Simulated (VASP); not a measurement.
A calculation with VASP 6.6.1 of MnHg (native input, structure from a POSCAR):

The input INCAR:

```
SYSTEM = MnHg
  PREC = Accurate
  ENCUT = 550
  EDIFF = 1E-7
  ISMEAR = 0
  SIGMA = 0.1
  LREAL = .FALSE.
  LASPH = .TRUE.
  NELM = 120
  ALGO = Normal
  ISIF = 2
  LWAVE = .FALSE.
  LCHARG = .FALSE.
  ISPIN = 2
  MAGMOM = 0 4
  LORBIT = 11
  LMAXMIX = 4
  GGA = CA
```

KPOINTS

```
Automatic mesh
0
G
  8 8 8
  0 0 0
```

POSCAR

```
MnHg
1.0
    3.2880000000      0.0000000000      0.0000000000
    0.0000000000      3.2880000000      0.0000000000
    0.0000000000      0.0000000000      3.3130000000
Hg Mn
1 1
Cartesian
    0.0000000000      0.0000000000      0.0000000000
    1.6440000000      1.6440000000      1.6565000000
```

Potentials or basis: VASP PAW LDA potentials, release 64 (Hg_sv_GW, Mn_GW).

The run is started by

```console
$ cat potpaw_LDA.64/Hg_sv_GW/POTCAR potpaw_LDA.64/Mn_GW/POTCAR > POTCAR
$ mpirun -np 1 vasp_std > vasp.out
```

Problem. Write the same calculation in another form: ASE script, Cartesian positions.

Solution. As run:

The input run.py:

```python
from ase.calculators.vasp import Vasp
from ase.dft.bandgap import bandgap
from ase.io import read

atoms = read('MnHg.xyz')
atoms.set_initial_magnetic_moments([0.0, 4.0])
calc = Vasp(
    directory='calc',
    xc='lda',
    pp='LDA',
    setups={'base': 'minimal', 'Hg': '_sv_GW', 'Mn': '_GW'},
    prec='Accurate',
    encut=550,
    ediff=1e-06,
    ismear=0,
    sigma=0.1,
    lreal=False,
    lasph=True,
    nelm=120,
    algo='Normal',
    isif=2,
    lwave=False,
    lcharg=False,
    ispin=2,
    lorbit=11,
    lmaxmix=4,
    kpts=[8, 8, 8],
    gamma=True,
)
atoms.calc = calc

print('energy (eV):', atoms.get_potential_energy())
print('free energy (eV):', atoms.get_potential_energy(force_consistent=True))
print('forces (eV/A):')
print(atoms.get_forces())
print('stress (eV/A^3, Voigt):', atoms.get_stress())
print('Fermi level (eV):', calc.get_fermi_level())
print('moment (muB):', atoms.get_magnetic_moment())
print('site moments (muB):', atoms.get_magnetic_moments())
gap, top, bottom = bandgap(calc)
print('band gap (eV):', gap, 'from (spin, k, band)', top, 'to', bottom)
```

File MnHg.xyz:

```xyz
2
Lattice="3.2880000000 0.0000000000 0.0000000000 0.0000000000 3.2880000000 0.0000000000 0.0000000000 0.0000000000 3.3130000000" Properties=species:S:1:pos:R:3 pbc="T T T"
Hg     0.0000000000      0.0000000000      0.0000000000
Mn     1.6440000000      1.6440000000      1.6565000000
```

Potentials or basis: VASP PAW LDA potentials, release 64 (Hg_sv_GW, Mn_GW).

Run with:

```bash
$ python run.py
```

Both were run:

|  | native input, structure from a POSCAR | ASE script, Cartesian positions |
| --- | --- | --- |
| Pressure | -9.6 GPa | -9.6 GPa |
| Band gap on the k mesh | none (metal or under the smearing width) | none (metal or under the smearing width) |
| Net moment | 3.69 μB per cell | 3.69 μB per cell |
| Site moments | Hg -0.04; Mn +3.60 μB | Hg -0.04; Mn +3.60 μB |
| Valence electrons inside the program's atomic spheres | Hg 17.91; Mn 5.72 | Hg 17.91; Mn 5.72 |

Keys that steer only the numerical path or the files written may differ.
